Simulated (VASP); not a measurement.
Input:

```yaml
crystal:
  lattice:
    - [1.58304, -2.74191, 0.01583]
    - [1.58304, 2.74191, 0.01583]
    - [0.03556, 0.00000, 3.55639]
  atoms:
    - { symbol: Zr, position: [0.00000, 0.00000, 0.00000] }
    - { symbol: B, position: [0.33333, 0.66667, 0.50000] }
    - { symbol: B, position: [0.66667, 0.33333, 0.50000] }
```

All values below come from r2SCAN meta-GGA, VASP's PBE PAW potentials (set 64) (plane waves; VASP). Numerical set-up: 600 eV cut-off, 10×10×8 Γ-centred mesh, first-order Methfessel-Paxton smearing of 0.10 eV, potentials Zr_sv B.

Q: Give the stress tensor in GPa (positive for a compressed cell).

A: 
```
 0.16   0.00  -5.22
 0.00   0.04   0.00
-5.22   0.00   0.11
```
The pressure is its mean diagonal, 0.10 GPa.

The compound is ZrB2 in the AlB2 type structure. This cell was strained or had an atom moved on purpose.
